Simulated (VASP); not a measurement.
Method: r2SCAN+rVV10, VASP's PBE PAW potentials (set 64) (plane waves; VASP 6.6.1).

VASP input:

**INCAR**
```
# general
SYSTEM   = Fe
PREC     = Accurate
ENCUT    = 520
LREAL    = F
LASPH    = T

# electronic loop
EDIFF    = 1E-6
NELM     = 100
ALGO     = Normal
LMAXMIX  = 4
LMIXTAU  = T

# smearing
ISMEAR   = 1
SIGMA    = 0.1

# functional
METAGGA  = R2SCAN
LUSE_VDW = T
BPARAM   = 11.95
CPARAM   = 0.0093

# spin
ISPIN    = 2
MAGMOM   = 2.5

# ions
IBRION   = 2
NSW      = 60
ISIF     = 3
EDIFFG   = -0.01

# output
LWAVE    = F
LCHARG   = F
LORBIT   = 10
```

POSCAR:
```
Fe
1.0
 -1.4350000000   1.4350000000   1.4350000000
  1.4350000000  -1.4350000000   1.4350000000
  1.4350000000   1.4350000000  -1.4350000000
Fe
1
Cartesian
  0.0000000000   0.0000000000   0.0000000000
```

KPOINTS:
```
kpoints
0
G
16 16 16
0 0 0
```

POTCAR, in this order: Fe (PBE.64 set). Program: vasp_std.

The resulting files:

OSZICAR:
```
       N       E                     dE             d eps       ncg     rms          rms(c)
DAV:   1     0.111753054681E+02    0.11175E+02   -0.41782E+03  5372   0.109E+03
DAV:   2    -0.154042129134E+02   -0.26580E+02   -0.24788E+02  5257   0.135E+02
DAV:   3    -0.157625901067E+02   -0.35838E+00   -0.35752E+00  5883   0.220E+01
DAV:   4    -0.157646219005E+02   -0.20318E-02   -0.20315E-02  5761   0.155E+00
DAV:   5    -0.157646452219E+02   -0.23321E-04   -0.23321E-04  5656   0.149E-01    0.120E+01
DAV:   6    -0.140993129462E+02    0.16653E+01   -0.24088E+01  5564   0.783E+01    0.942E+00
DAV:   7    -0.141592047566E+02   -0.59892E-01   -0.36617E+00  5937   0.263E+01    0.522E+00
DAV:   8    -0.141767061740E+02   -0.17501E-01   -0.89799E-02  5791   0.282E+00    0.224E+00
DAV:   9    -0.141714018794E+02    0.53043E-02   -0.92897E-02  6122   0.342E+00    0.814E-01
DAV:  10    -0.141735600072E+02   -0.21581E-02   -0.16879E-02  6186   0.143E+00    0.242E-01
DAV:  11    -0.141742294495E+02   -0.66944E-03   -0.16468E-03  5414   0.657E-01    0.134E-01
DAV:  12    -0.141742153674E+02    0.14082E-04   -0.15651E-05  5453   0.508E-02    0.816E-02
DAV:  13    -0.141742122097E+02    0.31577E-05   -0.26516E-05  5562   0.627E-02    0.778E-03
DAV:  14    -0.141742042822E+02    0.79275E-05   -0.36150E-06  5245   0.242E-02    0.316E-03
DAV:  15    -0.141742047448E+02   -0.46260E-06   -0.34309E-07  2634   0.877E-03
   1 F= -.14174205E+02 E0= -.14174050E+02  d E =-.141742E+02  mag=     2.6341
       N       E                     dE             d eps       ncg     rms          rms(c)
DAV:   1    -0.142525578929E+02   -0.78354E-01   -0.19897E+00  5444   0.250E+01    0.275E+00
DAV:   2    -0.141755972737E+02    0.76961E-01   -0.65479E-01  5642   0.125E+01    0.268E+00
DAV:   3    -0.141772950841E+02   -0.16978E-02   -0.26907E-02  5490   0.246E+00    0.107E+00
DAV:   4    -0.141762823726E+02    0.10127E-02   -0.77992E-04  5418   0.424E-01    0.227E-01
DAV:   5    -0.141756077857E+02    0.67459E-03   -0.15967E-03  6133   0.343E-01    0.514E-02
DAV:   6    -0.141756288201E+02   -0.21034E-04   -0.97787E-05  5452   0.138E-01    0.203E-02
DAV:   7    -0.141756265626E+02    0.22575E-05   -0.42866E-06  5314   0.259E-02    0.105E-02
DAV:   8    -0.141756262587E+02    0.30396E-06   -0.75065E-07  2944   0.111E-02
   2 F= -.14175626E+02 E0= -.14175722E+02  d E =-.142151E-02  mag=     2.5869
       N       E                     dE             d eps       ncg     rms          rms(c)
DAV:   1    -0.141889511294E+02   -0.13325E-01   -0.29909E-01  5443   0.985E+00    0.106E+00
DAV:   2    -0.141775210861E+02    0.11430E-01   -0.11199E-01  5649   0.509E+00    0.110E+00
DAV:   3    -0.141772011627E+02    0.31992E-03   -0.56318E-03  5655   0.116E+00    0.431E-01
DAV:   4    -0.141770443254E+02    0.15684E-03   -0.14347E-04  5421   0.195E-01    0.104E-01
DAV:   5    -0.141769300800E+02    0.11425E-03   -0.21618E-04  5730   0.141E-01    0.214E-02
DAV:   6    -0.141769378219E+02   -0.77419E-05   -0.87786E-06  5259   0.375E-02    0.941E-03
DAV:   7    -0.141769395162E+02   -0.16943E-05   -0.64093E-07  2872   0.957E-03    0.423E-03
DAV:   8    -0.141769398003E+02   -0.28410E-06   -0.35645E-07  2619   0.101E-02
   3 F= -.14176940E+02 E0= -.14176978E+02  d E =-.273506E-02  mag=     2.5903
```

**OUTCAR**
```
------------------------ aborting loop because EDIFF is reached ----------------------------------------
  FORCE on cell =-STRESS in cart. coord.  units (eV):
  Direction    XX          YY          ZZ          XY          YZ          ZX
  --------------------------------------------------------------------------------------
  Total        0.0017414      0.0017414      0.0017414      0.0000000      0.0000000      0.0000000
  in kB        0.2410998      0.2410998      0.2410998      0.0000000      0.0000000      0.0000000
  external PRESSURE =       0.2410998 kB  Pullay stress =       0.0000000 kB
  volume of cell :       11.57
      direct lattice vectors                 reciprocal lattice vectors
    -1.424895243  1.424895243  1.424895243     0.000000000  0.350902989  0.350902989
     1.424895243 -1.424895243  1.424895243     0.350902989  0.000000000  0.350902989
     1.424895243  1.424895243 -1.424895243     0.350902989  0.350902989  0.000000000
 POSITION                                       TOTAL-FORCE (eV/Angst)
 -----------------------------------------------------------------------------------
      0.00000      0.00000      0.00000        -0.000000      0.000000      0.000000
 -----------------------------------------------------------------------------------
    total drift:                                0.000000      0.000000      0.000000
  FREE ENERGIE OF THE ION-ELECTRON SYSTEM (eV)
  ---------------------------------------------------
  free  energy   TOTEN  =       -14.1769398003 eV

  energy  without entropy=      -14.1770554615  energy(sigma->0) =      -14.17697835

 total charge

# of ion       s       p       d       tot
------------------------------------------
    1        0.484   0.563   6.186   7.234

 magnetization (x)

# of ion       s       p       d       tot
------------------------------------------
    1       -0.015  -0.121   2.790   2.655

 reached required accuracy - stopping structural energy minimisation
```
(Selected blocks of OUTCAR.)

**CONTCAR**
```
Fe
   1.00000000000000
    -1.4248952427824524    1.4248952427824524    1.4248952427824524
     1.4248952427824524   -1.4248952427824524    1.4248952427824524
     1.4248952427824524    1.4248952427824524   -1.4248952427824524
  Fe
     1
Direct
     0.0000000000000000    0.0000000000000000    0.0000000000000000
```

Energy and stress use the plane-wave basis of the starting cell.

The compound is Fe in the bcc structure. This run relaxes it. Symmetry was kept, so distortions that lower it aren't found.
